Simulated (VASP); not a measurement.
Input:

```
CELL_PARAMETERS angstrom
      4.59008     0.00000     0.00000
      0.00000     4.59008     0.00000
      0.00000     0.00000     3.02759
ATOMIC_POSITIONS crystal
  Mg 0.00000 0.00000 0.00000
  Mg 0.50000 0.50000 0.50000
  F  0.30290 0.30290 0.00000
  F  0.80290 0.19710 0.50000
  F  0.19710 0.80290 0.50000
  F  0.69710 0.69710 0.00000
```

The numbers are results of SCAN meta-GGA, VASP's PBE PAW potentials (set 64) (plane waves; VASP), not measurements. Settings: 520 eV cut-off, 6×6×8 Γ-centred mesh, tetrahedra with Blöchl corrections, potentials Mg F.

Problem. Estimate the energy per atom (σ→0), band gap (over mesh and band path) with the smallest direct gap where there is one.

Solution. 
| Quantity | Value |
|---|---|
| band gap (over mesh and band path) | 8.09 eV |
| smallest direct gap (over mesh and band path) | 8.09 eV |
| energy per atom (σ→0) | -7.845 eV/atom |

Total energies compare only between runs with the same potentials, cut-off and functional.

The compound is MgF2 in the rutile structure. It was relaxed first.
